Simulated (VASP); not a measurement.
# InPd: structure and properties in VASP, part 4 of 4

Aim: relax InPd, then compute properties on the relaxed cell. The start is a computed cell from the Materials Project.

VASP 6.6.1; PBEsol; plane waves and PAW (In_d, Pd).

Still holding for the runs below: This run has no spin polarisation. Its electron count is odd, so without a moment it is a metal by construction.

So far. Step 5 (Bands along the symmetry lines (PBEsol)): There is no gap at this level. Step 6 (Total and projected DOS (PBEsol)): The finer mesh and the other smearing move the Fermi level by +0.03 eV from the 6×6×6 run, a small shift, which tests the Fermi level alone. Of the states within 0.3 eV of the Fermi level, the largest shares in the PAW spheres are Pd d 41 %, In p 14 % and Pd p 10 %. The rest lies in smaller channels or between the spheres. The relaxed cell has a = 3.249 Å (conventional setting).

## 7. Zone-centre phonons (PBEsol) (continued)

The modes at Γ (shares of kinetic energy by element, %):

| mode | frequency (cm⁻¹) | symmetry | In % | Pd % |
| --- | --- | --- | --- | --- |
| 1 | -0.2 | acoustic | 52 | 48 |
| 2 | -0.2 | acoustic | 52 | 48 |
| 3 | -0.2 | acoustic | 52 | 48 |
| 4 | 144.6 | T1u | 48 | 52 |
| 5 | 144.6 | T1u | 48 | 52 |
| 6 | 144.6 | T1u | 48 | 52 |

Displacements in mode 4 (144.6 cm⁻¹), the largest set to 1:
```
In1  0.00  0.00 -0.92
Pd2  0.00  0.00  1.00
```

The three acoustic modes lie within 0.2 cm⁻¹ of zero, and all others are real. By the characters of their eigenvectors the optical modes sort into (cm⁻¹) infrared active: T1u 145.

## 8. Field gradients at the nuclei (PBEsol)

Field gradients probe how far the charge around each nucleus departs from cubic symmetry; LASPH keeps the non-spherical terms inside the spheres.

INCAR

```
SYSTEM = InPd
PREC = Accurate
ENCUT = 400
EDIFF = 1E-07
NELM = 100
ISMEAR = 1
SIGMA = 0.2
LREAL = .FALSE.
ALGO = Normal
GGA = PS
NBANDS = 17
LASPH = .TRUE.
LORBIT = 11
LWAVE = .FALSE.
LCHARG = .FALSE.
KPAR = 2
LEFG = .TRUE.
```

POSCAR

```
InPd
1.0
    3.2486621846      0.0000000000      0.0000000000
    0.0000000000      3.2486621846      0.0000000000
    0.0000000000      0.0000000000      3.2486621846
In Pd
1 1
Direct
    0.0000000000      0.0000000000      0.0000000000
    0.5000000000      0.5000000000      0.5000000000
```

KPOINTS

```
Automatic mesh
0
Gamma
6 6 6
0 0 0
```

Potentials, in the order of the species: In_d and Pd (PBE family, release 64).

Command:

```bash
$ mpirun -np 2 vasp_std
```

Output:

```text
[... set-up lines as in an earlier step ...]
 entering main loop
       N       E                     dE             d eps       ncg     rms          rms(c)
[... 10 cycles as in an earlier step ...]
DAV:  11    -0.997014332518E+01    0.61678E-06   -0.36403E-06   748   0.180E-02    0.599E-03
DAV:  12    -0.997014355966E+01   -0.23448E-06   -0.44134E-07   825   0.622E-03    0.125E-03
DAV:  13    -0.997014355205E+01    0.76116E-08   -0.13022E-08   404   0.125E-03
ion   1
     0.0000000     0.0000000     0.0000000     0.0000000     0.0000000     0.0000000
     0.0000565     0.0000000     0.0000000     0.0000000     0.0000000     0.0000000
     0.0000778     0.0000000     0.0000000     0.0000000     0.0000000     0.0000000
     0.0001071     0.0000000     0.0000000     0.0000000     0.0000000     0.0000000
     0.0001475     0.0000000     0.0000000     0.0000000     0.0000000     0.0000000

     0.0000000     0.0000000    -0.0000000     0.0000000     0.0000000     0.0000000
     0.0000565     0.0000000    -0.0000000     0.0000000     0.0000000     0.0000000
     0.0000778     0.0000000    -0.0000000     0.0000000     0.0000000     0.0000000
     0.0001071     0.0000000    -0.0000000     0.0000000     0.0000000     0.0000000
     0.0001475     0.0000000    -0.0000000     0.0000000     0.0000000     0.0000000

ion   2
     0.0000000     0.0000000     0.0000000    -0.0000000    -0.0000000     0.0000000
     0.0000551     0.0000000     0.0000000    -0.0000000    -0.0000000     0.0000000
     0.0000758     0.0000000     0.0000000    -0.0000000    -0.0000000     0.0000000
     0.0001045     0.0000000     0.0000000    -0.0000000    -0.0000000     0.0000000
     0.0001438     0.0000000     0.0000000    -0.0000000    -0.0000000     0.0000000

     0.0000000     0.0000000     0.0000000    -0.0000000    -0.0000000     0.0000000
     0.0000551     0.0000000     0.0000000    -0.0000000    -0.0000000     0.0000000
     0.0000758     0.0000000     0.0000000    -0.0000000    -0.0000000     0.0000000
     0.0001045     0.0000000     0.0000000    -0.0000000    -0.0000000     0.0000000
     0.0001438     0.0000000     0.0000000    -0.0000000    -0.0000000     0.0000000

   1 F= -.99701436E+01 E0= -.99713374E+01  d E =0.358149E-02
```

It took 5.2 s on 2 MPI ranks of Intel Xeon Platinum 8259CL at 2.50GHz (Skylake/Cascade Lake), shared host; peak memory 0.26 GiB; 8.9 s of CPU time.

OUTCAR, selected parts (step 8):

```text
   NELECT =      23.0000    total number of electrons

 E-fermi :  10.6677

 k-point     1 :       0.0000    0.0000    0.0000
  band No.  band energies     occupation
    ...
      7       6.7064      2.00000
      8       6.7064      2.00000
      9       8.3041      2.00000
     10       8.3041      2.00000
     11       8.3041      2.00000
     12      14.8593      0.00000
     13      14.8593      0.00000
     14      14.8593      0.00000
     15      20.2978      0.00000
     16      21.3888      0.00000
    ...

  Total       -0.0097259     -0.0097259     -0.0097259     -0.0000000      0.0000000     -0.0000000
  in kB       -0.4544946     -0.4544946     -0.4544946     -0.0000000      0.0000000     -0.0000000
  external PRESSURE =      -0.4544946 kB  Pullay stress =       0.0000000 kB

  FREE ENERGIE OF THE ION-ELECTRON SYSTEM (eV)
  ---------------------------------------------------
  free  energy   TOTEN  =        -9.9701435520 eV

  energy  without entropy=       -9.9737250459  energy(sigma->0) =       -9.97133738

 Electric field gradients after diagonalization (V/A^2)
 (convention: |V_zz| > |V_xx| > |V_yy|)
----------------------------------------------------------------------
 ion       V_xx      V_yy      V_zz     asymmetry (V_yy - V_xx)/ V_zz
----------------------------------------------------------------------
   1      -0.000    -0.000    -0.000      -0.080
   2      -0.000    -0.000    -0.000      -0.085
----------------------------------------------------------------------

[... 10 parts as in an earlier step ...]

[... 8 further parts left out ...]
```

Numbers from this step:

* SCF cycles: 13
* irreducible k-points: 20
* free energy (TOTEN): -9.970 eV
* pressure: -0.04545 GPa

Electric field gradients, by row:

| atom | Vxx (V/Å²) | Vyy (V/Å²) | Vzz (V/Å²) | asymmetry |
| --- | --- | --- | --- | --- |
| In1 | 0 | 0 | 0 | - |
| Pd2 | 0 | 0 | 0 | - |

All gradients vanish within the noise.

The run ends at a pressure of -0.05 GPa.

## 9. Outcome

| Item | Value |
| --- | --- |
| relaxed volume | 17.14 Å³/atom |
| relaxed conventional cell a, b, c | 3.249, 3.249, 3.249 Å |
| space group after relaxing, within 0.02 Å | Pm-3m (No. 221) |
| band gap | none, a metal |
| DOS at the Fermi level | 0.776 states/eV/cell |
| highest zone-centre mode | 145 cm⁻¹ |
| largest field gradient Vzz | zero within the noise on all sites |

In words: With PBEsol, InPd relaxes to 17.14 Å³/atom in space group Pm-3m (held by the symmetry of the run) and comes out as a metal. Bands along the symmetry lines (PBEsol): Of the bands kept, 2 cross the Fermi level on this path. Zone-centre phonons (PBEsol): The highest mode in this list at Γ, 144.6 cm⁻¹, has its largest share on Pd (52 % of the kinetic energy). Spin-orbit coupling is left out, and with elements this heavy it would split and shift bands near the Fermi level. The k-sampling is coarse for a metal, so the Fermi level, pressures and the shape of the cell carry errors. With an odd electron count and no spin the cell is a metal by construction. Modes at Γ alone can't show that the crystal is stable at other wave vectors. No search among competing phases was made, and a listed structure need not be the one stable at ambient conditions. All values are for a static lattice at zero temperature.

[Lines on the potential files, build, host, timing and source positions are cut from VASP's logs without a mark.]

[Logs are printed without paths, hosts, clocks, repeated set-up lines and the standing remarks that a program may print on its own settings, such as how far it seeks lower states.]

[Hosts, paths, dates, database ids (printed as entryN), source tags and the programs' standing remarks are cut or masked in the printed files.]

[A measured line is paired with the nearest computed mode of its activity, which favours agreement.]
